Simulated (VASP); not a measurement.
```
RhB
1.0
    0.00000     2.30829     2.30829
    2.30829     0.00000     2.30829
    2.30829     2.30829     0.00000
Rh B
1 1
Cartesian
  0.00000   0.00000   0.00000
  1.15414   1.15414   1.15414
```

All values below come from PBEsol GGA, VASP's PBE PAW potentials (set 64) (plane waves; VASP). Settings: 520 eV cut-off, Gaussian smearing of 0.050 eV, potentials Rh_pv B.

### Question
Give the energies of bands 4 to 12 at the high-symmetry points, in eV from the valence-band maximum.

### Answer

```csv
band,Γ,X,U,L,W
4,-9.79,-6.86,-6.86,-7.59,-6.78
5,-4.74,-5.82,-5.20,-4.21,-4.95
6,-4.74,-2.18,-2.90,-4.21,-3.32
7,-4.74,-2.18,-2.83,-3.75,-2.94
8,-1.85,-1.52,-1.55,-1.36,-1.65
9,-1.85,-1.04,-1.13,-1.36,0.00
10,8.69,1.80,1.04,0.45,0.54
11,8.69,2.31,2.65,6.04,2.10
12,8.69,2.31,3.90,6.04,3.79
```

The gap is indirect, 0.36 eV, from the valence maximum at W to the conduction minimum at L-W at 0.36.

The structure was generated: RhB was put into the zinc blende type (F-43m), which need not be its known phase. It was relaxed first, which changed the volume by -31 %.
